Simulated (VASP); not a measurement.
Calculation: optB86b-vdW, VASP's PBE PAW potentials (set 64) (plane waves; VASP).

VASP ran on this input.

### KPOINTS
```
Automatic mesh
0
Gamma
14 14 7
0 0 0
```

**INCAR**
```
! general
SYSTEM   = Cd
PREC     = Accurate
ENCUT    = 520
LREAL    = .False.   ! projection in real space or not
LASPH    = .True.   ! aspherical one-centre terms

! electronic loop
EDIFF    = 1E-7   ! SCF stop (eV)
NELM     = 100   ! most electronic steps
ALGO     = Normal
LMAXMIX  = 4   ! l cut-off of mixed one-centre charges

! smearing
ISMEAR   = 1   ! Methfessel-Paxton
SIGMA    = 0.1

! functional
GGA      = MK
LUSE_VDW = .True.
AGGAC    = 0.0
PARAM1   = 0.1234
PARAM2   = 1.0

! ions
IBRION   = 2   ! conjugate gradients
NSW      = 30   ! most ionic steps
ISIF     = 4
EDIFFG   = -0.01

! output
LWAVE    = .False.
LCHARG   = .False.
```

**POSCAR**
```
Cd
1
    1.4868805485    -2.5753529556     0.0000000000
    1.4868805485     2.5753529556     0.0000000000
    0.0000000000     0.0000000000     5.5091931174
Cd
2
Direct
  0.3333330000   0.6666670000   0.2500000000
  0.6666670000   0.3333330000   0.7500000000
```

POTCAR, in this order: Cd (PBE.64 set). Program: vasp_std.

The run wrote:

**OSZICAR**
```
       N       E                     dE             d eps       ncg     rms          rms(c)
DAV:   1     0.174710666144E+03    0.17471E+03   -0.13595E+04  3072   0.152E+03
DAV:   2     0.805293493326E+01   -0.16666E+03   -0.16303E+03  3112   0.375E+02
DAV:   3     0.465875166445E+01   -0.33942E+01   -0.33868E+01  3824   0.638E+01
DAV:   4     0.465466253028E+01   -0.40891E-02   -0.40890E-02  3584   0.194E+00
DAV:   5     0.465465129953E+01   -0.11231E-04   -0.11230E-04  3864   0.958E-02    0.469E+00
DAV:   6     0.477977634797E+01    0.12513E+00   -0.35165E-01  3312   0.783E+00    0.368E+00
DAV:   7     0.478814405812E+01    0.83677E-02   -0.34452E-02  3480   0.191E+00    0.178E+00
DAV:   8     0.478858716994E+01    0.44311E-03   -0.37453E-03  3408   0.872E-01    0.986E-02
DAV:   9     0.478855040818E+01   -0.36762E-04   -0.24969E-05  3992   0.603E-02    0.380E-02
DAV:  10     0.478850541929E+01   -0.44989E-04   -0.45470E-05  3464   0.680E-02    0.356E-03
DAV:  11     0.478850546975E+01    0.50459E-07   -0.54048E-08  3000   0.252E-03
   1 F= 0.47885055E+01 E0= 0.47885918E+01  d E =0.478851E+01
       N       E                     dE             d eps       ncg     rms          rms(c)
DAV:   1     0.477841720143E+01   -0.10088E-01   -0.40741E-01  3264   0.588E+00    0.453E-01
DAV:   2     0.478420295110E+01    0.57857E-02   -0.35128E-03  3248   0.848E-01    0.262E-01
DAV:   3     0.478695992695E+01    0.27570E-02   -0.50079E-03  3360   0.715E-01    0.753E-02
DAV:   4     0.478692106530E+01   -0.38862E-04   -0.41287E-04  3320   0.285E-01    0.661E-02
DAV:   5     0.478692147334E+01    0.40804E-06   -0.10834E-06  3648   0.150E-02    0.299E-02
DAV:   6     0.478692173693E+01    0.26359E-06   -0.21836E-06  3384   0.103E-02    0.197E-02
DAV:   7     0.478692180425E+01    0.67320E-07   -0.66896E-08  2000   0.288E-03
   2 F= 0.47869218E+01 E0= 0.47868801E+01  d E =-.158367E-02
       N       E                     dE             d eps       ncg     rms          rms(c)
DAV:   1     0.470710470714E+01   -0.79817E-01   -0.36791E+00  3256   0.177E+01    0.137E+00
DAV:   2     0.475941344348E+01    0.52309E-01   -0.30975E-02  3240   0.248E+00    0.790E-01
DAV:   3     0.478472305709E+01    0.25310E-01   -0.44075E-02  3280   0.217E+00    0.224E-01
DAV:   4     0.478435207367E+01   -0.37098E-03   -0.38336E-03  3320   0.870E-01    0.192E-01
DAV:   5     0.478435159257E+01   -0.48111E-06   -0.92560E-06  3624   0.360E-02    0.764E-02
DAV:   6     0.478435207883E+01    0.48627E-06   -0.54078E-06  3384   0.199E-02    0.413E-02
DAV:   7     0.478435249966E+01    0.42083E-06   -0.40748E-07  3328   0.749E-03    0.291E-02
DAV:   8     0.478435302574E+01    0.52607E-06   -0.76790E-07  3440   0.661E-03    0.656E-03
DAV:   9     0.478435308632E+01    0.60584E-07   -0.10194E-07  1968   0.283E-03
   3 F= 0.47843531E+01 E0= 0.47843821E+01  d E =-.415238E-02
       N       E                     dE             d eps       ncg     rms          rms(c)
DAV:   1     0.448970276263E+01   -0.29465E+00   -0.14879E+01  3264   0.358E+01    0.274E+00
DAV:   2     0.468556352488E+01    0.19586E+00   -0.11927E-01  3224   0.487E+00    0.159E+00
DAV:   3     0.478403721459E+01    0.98474E-01   -0.15526E-01  3320   0.422E+00    0.433E-01
DAV:   4     0.478258410690E+01   -0.14531E-02   -0.14319E-02  3344   0.167E+00    0.339E-01
DAV:   5     0.478256800721E+01   -0.16100E-04   -0.33857E-05  3520   0.700E-02    0.809E-02
DAV:   6     0.478257882939E+01    0.10822E-04   -0.11757E-05  3400   0.508E-02    0.296E-02
DAV:   7     0.478257913897E+01    0.30958E-06   -0.31010E-06  3512   0.238E-02    0.115E-02
DAV:   8     0.478257933314E+01    0.19416E-06   -0.14875E-07  2496   0.300E-03    0.157E-03
DAV:   9     0.478257935852E+01    0.25382E-07   -0.12219E-08  1664   0.101E-03
   4 F= 0.47825794E+01 E0= 0.47825655E+01  d E =-.592611E-02
       N       E                     dE             d eps       ncg     rms          rms(c)
DAV:   1     0.472069034406E+01   -0.61889E-01   -0.29770E+00  3176   0.159E+01    0.122E+00
DAV:   2     0.476118991215E+01    0.40500E-01   -0.25608E-02  3224   0.228E+00    0.712E-01
DAV:   3     0.478125892447E+01    0.20069E-01   -0.35374E-02  3328   0.197E+00    0.205E-01
DAV:   4     0.478096929092E+01   -0.28963E-03   -0.30760E-03  3344   0.786E-01    0.179E-01
DAV:   5     0.478096405212E+01   -0.52388E-05   -0.91924E-06  3576   0.507E-02    0.821E-02
DAV:   6     0.478096764811E+01    0.35960E-05   -0.20405E-05  3320   0.373E-02    0.599E-02
DAV:   7     0.478096835693E+01    0.70882E-06   -0.10570E-06  3448   0.125E-02    0.411E-02
DAV:   8     0.478096885150E+01    0.49457E-06   -0.12358E-06  3408   0.865E-03    0.107E-02
DAV:   9     0.478096881271E+01   -0.38792E-07   -0.25732E-07  2784   0.468E-03
   5 F= 0.47809688E+01 E0= 0.47808777E+01  d E =-.753666E-02
```

File OUTCAR:
```
------------------------ aborting loop because EDIFF is reached ----------------------------------------
  FORCE on cell =-STRESS in cart. coord.  units (eV):
  Direction    XX          YY          ZZ          XY          YZ          ZX
  --------------------------------------------------------------------------------------
  Total        0.3372712      0.3372713      0.3625453      0.0000000     -0.0000000     -0.0000000
  in kB       12.8073431     12.8073468     13.7670859      0.0000000     -0.0000000     -0.0000000
  external PRESSURE =      13.1272586 kB  Pullay stress =       0.0000000 kB
  volume of cell :       42.19
      direct lattice vectors                 reciprocal lattice vectors
     1.516613035 -2.626851206  0.000000000     0.329681988 -0.190341957 -0.000000000
     1.516613035  2.626851206  0.000000000     0.329681988  0.190341957 -0.000000000
     0.000000000  0.000000000  5.295300083    -0.000000000  0.000000000  0.188846710
 POSITION                                       TOTAL-FORCE (eV/Angst)
 -----------------------------------------------------------------------------------
      1.51661      0.87562      1.32383        -0.000000      0.000000      0.000000
      1.51661     -0.87562      3.97148         0.000000     -0.000000      0.000000
 -----------------------------------------------------------------------------------
    total drift:                               -0.000000      0.000198      0.000002
  FREE ENERGIE OF THE ION-ELECTRON SYSTEM (eV)
  ---------------------------------------------------
  free  energy   TOTEN  =         4.7809688127 eV

  energy  without entropy=        4.7806954836  energy(sigma->0) =        4.78087770

 reached required accuracy - stopping structural energy minimisation
```
(Selected blocks of OUTCAR.)

CONTCAR:
```
Cd
   1.00000000000000
     1.5166130352851237   -2.6268512055420663    0.0000000000000000
     1.5166130352851237    2.6268512055420663    0.0000000000000000
     0.0000000000000000    0.0000000000000000    5.2953000831599084
  Cd
     2
Direct
     0.3333330000000032    0.6666669999999968    0.2500000000000000
     0.6666669999999968    0.3333330000000032    0.7500000000000000
```

### OUTCAR
```
 val. band max:        3.0727886064   @ k =   0.3571  -0.0000   0.0000

 cond. band min:       3.1307325886   @ k =   0.4286   0.0714   0.4286


 Fermi energy:         3.0802776602

 k-point     1 :       0.0000    0.0000    0.0000
  band No.  band energies     occupation
      1      -6.8644      2.00000
      2      -6.4511      2.00000
      3      -6.2435      2.00000
      4      -6.2435      2.00000
      5      -6.1661      2.00000
      6      -6.1661      2.00000
      7      -6.0666      2.00000
      8      -5.8498      2.00000
      9      -5.8498      2.00000
     10      -5.4659      2.00000
     11      -5.4659      2.00000
     12       0.2104      2.00000
     13       0.8357      2.00000
     14      15.8414      0.00000
     15      16.7724      0.00000
     16      16.7724      0.00000

 k-point     2 :       0.0714    0.0000    0.0000
  band No.  band energies     occupation
      1      -6.8193      2.00000
      2      -6.4256      2.00000
      3      -6.2517      2.00000
      4      -6.2002      2.00000
      5      -6.1837      2.00000
      6      -6.1254      2.00000
      7      -5.9477      2.00000
      8      -5.8831      2.00000
      9      -5.8682      2.00000
     10      -5.5300      2.00000
     11      -5.4614      2.00000
     12       0.4083      2.00000
     13       0.9058      2.00000
     14      14.8866      0.00000
     15      15.8479      0.00000
     16      16.6642      0.00000

 k-point     3 :       0.1429    0.0000    0.0000
  band No.  band energies     occupation
      1      -6.7222      2.00000
      2      -6.4071      2.00000
      3      -6.2851      2.00000
      4      -6.1763      2.00000
      5      -6.0770      2.00000
      6      -6.0095      2.00000
      7      -5.9896      2.00000
      8      -5.9167      2.00000
      9      -5.6771      2.00000
     10      -5.5506      2.00000
     11      -5.4516      2.00000
     12       0.9668      2.00000
     13       1.1284      2.00000
...
```

The compound is Cd in the hcp structure. This cell is one point of a volume scan, at 0.97 of the reference volume. Symmetry was kept, so distortions that lower it aren't found.
